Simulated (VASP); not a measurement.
# Bi2Pd (Urvantsevite) under strain

Aim: follow the pressure of Bi2Pd (Urvantsevite) through compression, expansion and shear. All runs use r2SCAN. Left out of this account: 1 further run (fields: a reference on another mesh). The start is a cell from a database of measured crystal structures.

Method: r2SCAN; plane waves and PAW (Bi_d, Pd), in VASP 6.6.1.

### 1. The starting structure

The structure is tetragonal, space group I4/mmm (No. 139). Conventional cell: a = 3.362 Å, b = 3.362 Å, c = 12.983 Å, α = 90.00°, β = 90.00°, γ = 90.00°. Nearest to Bi lie 4 Pd at 2.97 Å. Nearest to Pd lie 8 Bi at 2.97 Å. Farther neighbours are not listed.

Coordinates:

```xyz
3
Lattice="0.0000 -3.3620 0.0000 -3.3620 0.0000 0.0000 1.6810 -1.6810 -6.4915" Properties=species:S:1:pos:R:3 pbc="T T T"
Bi   -1.6810   -1.6810   -1.7787
Bi    0.0000   -3.3620   -4.7128
Pd    0.0000    0.0000    0.0000
```

### 2. Bands, cell as listed

Levels along the symmetry lines show where the bands peak and cross; KPOINTS_OPT computes them in the converged potential. r2SCAN adds the kinetic-energy density, costs more than a GGA and is run with LASPH.

INCAR

```
SYSTEM = Bi2Pd
PREC = Accurate
ENCUT = 400
EDIFF = 1E-06
NELM = 100
ISMEAR = -1
SIGMA = 0.05
LREAL = .FALSE.
ALGO = Normal
METAGGA = R2SCAN
LASPH = .TRUE.
NBANDS = 33
LORBIT = 11
LWAVE = .FALSE.
LCHARG = .FALSE.
KPAR = 4
```

POSCAR

```
Bi2Pd
1.0
    0.0000000000     -3.3620000000      0.0000000000
   -3.3620000000      0.0000000000      0.0000000000
    1.6810000000     -1.6810000000     -6.4915000000
Bi Pd
2 1
Direct
    0.3630000000      0.6370000000      0.2740000000
    0.6370000000      0.3630000000      0.7260000000
    0.0000000000      0.0000000000      0.0000000000
```

KPOINTS

```
Automatic mesh
0
Gamma
9 9 9
0 0 0
```

KPOINTS_OPT

```
Line mode
16
Line-mode
Reciprocal
  0.00000000   0.00000000   0.00000000 GAMMA
 -0.50000000  -0.50000000   0.00000000 X

 -0.50000000  -0.50000000   0.00000000 X
 -0.46647141  -0.53352859   0.03352859 Y

 -0.46647141  -0.53352859   0.03352859 Y
  0.00000000  -0.53352859   0.26676430 S

  0.00000000  -0.53352859   0.26676430 S
  0.00000000   0.00000000   0.00000000 GAMMA

  0.00000000   0.00000000   0.00000000 GAMMA
  0.00000000   0.00000000  -0.50000000 Z

  0.00000000   0.00000000  -0.50000000 Z
  0.00000000  -0.46647141  -0.26676430 S1

  0.00000000  -0.46647141  -0.26676430 S1
  0.00000000  -0.50000000   0.00000000 N

  0.00000000  -0.50000000   0.00000000 N
 -0.50000000  -0.50000000  -0.25000000 P

 -0.50000000  -0.50000000  -0.25000000 P
 -0.46647141  -0.46647141  -0.50000000 Y1

 -0.46647141  -0.46647141  -0.50000000 Y1
  0.00000000   0.00000000  -0.50000000 Z

 -0.50000000  -0.50000000   0.00000000 X
 -0.50000000  -0.50000000  -0.25000000 P
```

The projector-augmented-wave data sets are Bi_d and Pd (PBE family, release 64).

On the command line:

```sh
$ mpirun -np 4 vasp_std
```

What it wrote:

```text
[banner, memory and clock lines left out]
running    4 mpi-ranks, on    1 nodes
 distrk:  each k-point on    1 cores,    4 groups
 distr:  one band on    1 cores,    1 groups

 POSCAR found type information on POSCAR BiPd
 POSCAR found :  2 types and       3 ions
|                                                                             |
|               ----> ADVICE to this user running VASP <----                  |
|                                                                             |
|     You enforced a specific xc type in the INCAR file but a different       |
|     [... a line on the potential file left out ...]
|     I HOPE YOU KNOW WHAT YOU ARE DOING!                                     |
|                                                                             |

 LDA part: xc-table for (None), standard interpolation
 POSCAR, INCAR and KPOINTS ok, starting setup
 FFT: planning ... GRIDC
 FFT: planning ... GRID_SOFT
 FFT: planning ... GRID
 WAVECAR not read
 entering main loop
       N       E                     dE             d eps       ncg     rms          rms(c)
DAV:   1     0.271234821323E+03    0.27123E+03   -0.17291E+04  5014   0.129E+03
DAV:   2    -0.110812179664E+03   -0.38205E+03   -0.36699E+03  5038   0.391E+02
DAV:   3    -0.148929993224E+03   -0.38118E+02   -0.37667E+02  5868   0.132E+02
DAV:   4    -0.150330939966E+03   -0.14009E+01   -0.13991E+01  6071   0.263E+01
DAV:   5    -0.150400709003E+03   -0.69769E-01   -0.69762E-01  7376   0.526E+00    0.495E+00
DAV:   6    -0.140474293483E+03    0.99264E+01   -0.37021E+00  5845   0.198E+01    0.338E+00
DAV:   7    -0.140375268811E+03    0.99025E-01   -0.33322E-01  5631   0.369E+00    0.161E+00
DAV:   8    -0.140380938487E+03   -0.56697E-02   -0.34532E-02  5959   0.135E+00    0.718E-01
DAV:   9    -0.140381819641E+03   -0.88115E-03   -0.13984E-02  6408   0.899E-01    0.118E-01
DAV:  10    -0.140382212987E+03   -0.39335E-03   -0.12203E-03  6576   0.329E-01    0.473E-02
DAV:  11    -0.140382228748E+03   -0.15761E-04   -0.33151E-04  6364   0.133E-01    0.202E-02
DAV:  12    -0.140382231342E+03   -0.25944E-05   -0.54725E-05  5971   0.552E-02    0.701E-03
DAV:  13    -0.140382230692E+03    0.65000E-06   -0.71756E-06  5688   0.158E-02
   1 F= -.14038223E+03 E0= -.14037585E+03  d E =-.127604E-01
 Start KPOINTS_OPT (optional k-point list driver)
k-point batch [1-75\176]
       N       E                     dE             ncg
DAV:   1     0.158858366573E+05   -0.51031E+05     5030
DAV:   2    -0.128234263087E+05   -0.28709E+05     5134
DAV:   3    -0.156476408160E+05   -0.28242E+04     5844
DAV:   4    -0.157496859285E+05   -0.10205E+03     6012
DAV:   5    -0.157540047868E+05   -0.43189E+01     7185
DAV:   6    -0.157540680871E+05   -0.63300E-01     6488
DAV:   7    -0.157540699323E+05   -0.18452E-02     7327
DAV:   8    -0.157540699584E+05   -0.26018E-04     5725
DAV:   9    -0.157540699592E+05   -0.87968E-06     4006
[...]
k-point batch [151-176\176]
       N       E                     dE             ncg
DAV:   1     0.699447959597E+05   -0.23897E+05     1724
DAV:   2     0.600431572599E+05   -0.99016E+04     1780
DAV:   3     0.591133268644E+05   -0.92983E+03     1957
DAV:   4     0.590798803967E+05   -0.33446E+02     2120
DAV:   5     0.590785862717E+05   -0.12941E+01     2527
DAV:   6     0.590785677311E+05   -0.18541E-01     2267
DAV:   7     0.590785672594E+05   -0.47164E-03     2569
DAV:   8     0.590785672514E+05   -0.80422E-05     2010
DAV:   9     0.590785672511E+05   -0.30392E-06     1423
```

Run time: 8 min. Hardware: 4 MPI ranks of AMD EPYC 7R13 (Zen 3), shared host; peak memory 1.1 GiB; 32 min of CPU time.

The logs omit lines about the potential files and the build; timing stands in the text.

Parts of OUTCAR (step 2):

```text
ion  position               nearest neighbor table
   1  0.363  0.637  0.274-   3 2.97   3 2.97   3 2.97   3 2.97   2 3.56   2 3.78   2 3.78   2 3.78
                             2 3.78
   2  0.637  0.363  0.726-   3 2.97   3 2.97   3 2.97   3 2.97   1 3.56   1 3.78   1 3.78   1 3.78
                             1 3.78
   3  0.000  0.000  0.000-   1 2.97   2 2.97   1 2.97   2 2.97   2 2.97   2 2.97   1 2.97   1 2.97

  LATTYP: Found a body centered tetragonal cell.
 ALAT       =     3.3620000000
 C/A-ratio  =     3.8616894706

 Subroutine GETGRP returns: Found 16 space group operations
 (whereof 16 operations were pure point group operations)

The static configuration has the point symmetry D_4h.

 Found     75 irreducible k-points:

   k-points           NKPTS =     75   k-points in BZ     NKDIM =     75   number of bands    NBANDS=     33

   dimension x,y,z NGX =    24 NGY =   24 NGZ =   48
   dimension x,y,z NGXF=    48 NGYF=   48 NGZF=   96

   ENCUT  =  400.0 eV  29.40 Ry    5.42 a.u.   5.48  5.48 11.27*2*pi/ulx,y,z

   NELECT =      40.0000    total number of electrons

 k-points in reciprocal lattice and weights: Automatic mesh
   0.00000000  0.00000000  0.00000000       0.001
   0.11111111  0.00000000  0.00000000       0.011
   0.22222222  0.00000000  0.00000000       0.011
   0.33333333  0.00000000  0.00000000       0.011
   0.44444444  0.00000000  0.00000000       0.011
   0.11111111  0.11111111  0.00000000       0.005
   0.22222222  0.11111111  0.00000000       0.022
   0.33333333  0.11111111 -0.00000000       0.022
   0.44444444  0.11111111  0.00000000       0.022
[...]
0.00000000  0.00000000  0.44444444       0.003
  -0.11111111  0.00000000  0.44444444       0.005

 average (electrostatic) potential at core
       1-108.7769       2-108.7769       3 -76.7043

 E-fermi :   9.1073

 k-point     1 :       0.0000    0.0000    0.0000
  band No.  band energies     occupation
    ...
     14       5.0249      2.00000
     15       5.7846      2.00000
     16       5.7846      2.00000
     17       6.1326      2.00000
     18       6.4267      2.00000
     19      10.7737      0.00000
     20      11.6774      0.00000
     21      11.6774      0.00000
     22      12.3693      0.00000
     23      12.3693      0.00000
    ...

 k-point     2 :       0.1111    0.0000    0.0000
  band No.  band energies     occupation
    ...
     14       5.0561      2.00000
     15       5.6954      2.00000
     16       5.8309      2.00000
     17       6.1397      2.00000
     18       6.3210      2.00000
     19       9.6832      0.00002
     20      10.2759      0.00000
     21      11.8370      0.00000
     22      11.8652      0.00000
     23      12.5618      0.00000
    ...

 k-point     3 :       0.2222    0.0000    0.0000
  band No.  band energies     occupation
    ...
     16       5.9459      2.00000
     17       6.0786      2.00000
     18       6.1160      2.00000
     19       7.5288      2.00000
     20       8.3778      2.00000
     21      11.8096      0.00000
     22      12.3428      0.00000
     23      13.1077      0.00000
     24      15.6640      0.00000
     25      16.4665      0.00000
    ...

  Total        0.6087240      0.6087240      0.4950181      0.0000000     -0.0000000      0.0000000
  in kB       13.2920056     13.2920056     10.8091411      0.0000000     -0.0000000      0.0000000
  external PRESSURE =      12.4643841 kB  Pullay stress =       0.0000000 kB

  energy-cutoff  :      400.00
  volume of cell :       73.37
      direct lattice vectors                 reciprocal lattice vectors
     0.000000000 -3.362000000  0.000000000     0.000000000 -0.297441999  0.077023800
    -3.362000000  0.000000000  0.000000000    -0.297441999  0.000000000 -0.077023800
     1.681000000 -1.681000000 -6.491500000     0.000000000  0.000000000 -0.154047601

 POSITION                                       TOTAL-FORCE (eV/Angst)
 -----------------------------------------------------------------------------------
     -1.68100     -1.68100     -1.77867         0.000000      0.000000      0.181486
      0.00000     -3.36200     -4.71283         0.000000      0.000000     -0.181486
      0.00000      0.00000      0.00000         0.000000      0.000000      0.000000
 -----------------------------------------------------------------------------------
    total drift:                                0.000000     -0.000000     -0.000000

  FREE ENERGIE OF THE ION-ELECTRON SYSTEM (eV)
  ---------------------------------------------------
  free  energy   TOTEN  =      -140.3822306920 eV

  energy  without entropy=     -140.3694702739  energy(sigma->0) =     -140.37585048

 total charge
# of ion       s       p       d       tot
------------------------------------------
    1        1.512   1.319   9.923  12.753
    2        1.512   1.319   9.923  12.753
    3        0.420   0.383   8.619   9.422
--------------------------------------------------
tot          3.444   3.020  28.466  34.929

[... 3 further parts left out ...]
```

Spin-orbit coupling is off here; with elements this heavy it splits and shifts levels by tenths of an eV or more. The cell is typed on its shortest vectors, so the axes of tensors and the coordinates of k-points follow the printed cell and not the standard setting. The PAW data sets were made with PBE, which is usual practice but a small mismatch for other functionals.

This step gave:

| Quantity | Value |
| --- | --- |
| electronic steps | 13 |
| electrons | 40 |
| bands | 33 |
| irreducible k points | 75 |
| symmetry operations | 16 |
| free energy (TOTEN) | -140.3822 eV |
| energy at zero smearing | -140.3759 eV |
| Fermi energy | 9.107 eV |
| pressure | 1.246 GPa |
| metallic | yes |

The electronic bands at the labelled points (eV, zero at the Fermi level; # counts the bands kept, so #1 is VASP's band 13):

```csv
point,#5,#6,#7,#8,#9,#10,#11,#12
Γ,-2.97,-2.68,1.67,2.57,2.57,3.26,3.26,5.14
0.47 of the way,-3.01,-2.98,-1.41,-0.43,-0.20,0.23,3.32,6.60
X,-3.40,-3.02,-2.10,-1.03,0.40,1.09,1.20,2.29
0.53 of the way,-3.45,-2.98,-2.11,-1.07,0.41,1.11,1.24,2.31
Y,-3.53,-2.91,-2.11,-1.16,0.42,1.16,1.35,2.35
0.47 of the way,-3.25,-2.19,-2.11,-1.50,0.70,0.86,2.18,3.42
S,-3.02,-2.95,-2.84,-1.58,1.39,3.15,4.82,4.84
0.53 of the way,-3.09,-3.06,-1.83,-1.35,3.26,3.71,3.79,6.79
Γ,-2.97,-2.68,1.67,2.57,2.57,3.26,3.26,5.14
0.47 of the way,-2.97,-2.68,0.09,1.97,1.97,4.10,4.10,6.33
Z,-2.89,-2.68,-1.77,1.59,1.59,4.85,4.85,6.52
0.53 of the way,-3.10,-3.03,-1.27,-0.44,0.06,2.86,4.30,5.01
S1,-3.02,-2.95,-2.84,-1.58,1.39,3.15,4.82,4.84
0.47 of the way,-3.25,-2.94,-2.60,-1.73,1.30,3.79,4.75,4.96
N,-3.36,-2.94,-2.35,-1.90,1.14,4.70,4.71,5.01
0.47 of the way,-3.27,-2.35,-1.99,-1.33,0.55,1.04,2.11,3.78
P,-3.86,-3.04,-2.10,-0.35,-0.35,1.09,1.17,2.57
0.53 of the way,-3.55,-3.00,-2.11,-0.89,0.20,1.11,1.22,2.42
Y1,-3.53,-2.91,-2.11,-1.16,0.42,1.16,1.35,2.35
0.47 of the way,-3.43,-3.03,-1.40,-0.85,0.17,0.97,1.64,4.74
Z,-2.89,-2.68,-1.77,1.59,1.59,4.85,4.85,6.52
jump to X,-3.40,-3.02,-2.10,-1.03,0.40,1.09,1.20,2.29
0.47 of the way,-3.53,-3.03,-2.10,-0.85,0.19,1.09,1.19,2.41
P,-3.86,-3.04,-2.10,-0.35,-0.35,1.09,1.17,2.57
```

Of the projections kept (Bi, Pd), the largest for each band there; the rest of the weight can lie on other orbitals:

```
point       #5       #6       #7       #8       #9      #10      #11      #12
    Γ  Pd 0.94  Pd 1.00  Bi 0.85  Bi 0.83  Bi 0.83  Bi 0.83  Bi 0.83  Bi 0.50
    X  Bi 0.78  Pd 0.98  Pd 1.00  Pd 0.68  Pd 0.54  Pd 0.59  Bi 0.94  Pd 0.78
    Y  Bi 0.58  Pd 0.90  Pd 0.99  Pd 0.65  Pd 0.54  Pd 0.56  Bi 0.89  Pd 0.79
    S  Pd 0.73  Pd 0.99  Pd 0.56  Pd 0.81  Bi 0.65  Pd 0.65  Bi 1.00  Bi 0.87
    Γ  Pd 0.94  Pd 1.00  Bi 0.85  Bi 0.83  Bi 0.83  Bi 0.83  Bi 0.83  Bi 0.50
    Z  Bi 0.88  Pd 1.00  Pd 0.68  Bi 0.87  Bi 0.87  Bi 0.85  Bi 0.85  Bi 0.60
```

Force by atom:

```csv
atom,x (eV/Å),y (eV/Å),z (eV/Å),size
Bi1,0.000,0.000,0.181,0.181
Bi2,0.000,0.000,-0.181,0.181
Pd3,0.000,0.000,0.000,0.000
```

There is no gap at this level.

(Continued in part 2 of 4.)

[Lines on the potential files, build, host, timing and source positions are cut from VASP's logs without a mark.]

[Logs are printed without paths, hosts, clocks, repeated set-up lines and the standing remarks that a program may print on its own settings, such as how far it seeks lower states.]

[Hosts, paths, dates, database ids (printed as entryN), source tags and the programs' standing remarks are cut or masked in the printed files.]

[A measured line is paired with the nearest computed mode of its activity, which favours agreement.]
